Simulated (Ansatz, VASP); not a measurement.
# One calculation of BeSb, two programs

```
CELL_PARAMETERS angstrom
3.87910 0.00000 0.00000
-1.93955 3.35940 0.00000
0.00000 0.00000 3.03755
ATOMIC_POSITIONS crystal
Be 0.00000 0.00000 0.00000
Sb 0.33333 0.66667 0.50000
```

The cell was built by a generator and needn't be a form met in nature.

Alike in both runs: task single point; functional HSE(alpha, omega); k mesh 4 × 4 × 5; occupations fermi-dirac, width 0.05 eV; no spin polarisation.

|  | VASP | Ansatz |
| --- | --- | --- |
| version | VASP 6.6.1 | Ansatz 0.2.0 |
| potentials or method | VASP PAW PBE potentials, release 64 (Be, Sb) | Ansatz PAW |
| plane-wave cutoff (eV) | 520 | 420 |
| valence electrons in the cell | 7 | 17 |

Ansatz gave:

```
gap on the k mesh at the Fermi level (eV)       : none
pressure (GPa)                                  : -1.3
largest component of the traceless stress (GPa) : 1.24
```

Problem. What did VASP give for the same quantities?

Solution. gap on the k mesh at the Fermi level (eV): none; pressure (GPa): -1.5; largest component of the traceless stress (GPa): 1.18.

A gap of «none» marks a metal or a gap that the smearing closes. The two sets of potentials don't hold the same shells in valence.

Caveats: the k mesh is coarse (spacing up to 0.47 Å⁻¹), so the values aren't converged, least of all with exact exchange; the PAW data sets were made with another functional, which shifts forces and pressure a little (VASP); the PAW data sets come from PBE, with cores solved anew for the run's functional, which leaves a small shift of forces and pressure (Ansatz); the thresholds are loose for stress (Ansatz). The runs have no spin-orbit coupling, so splittings on Sb are missing.
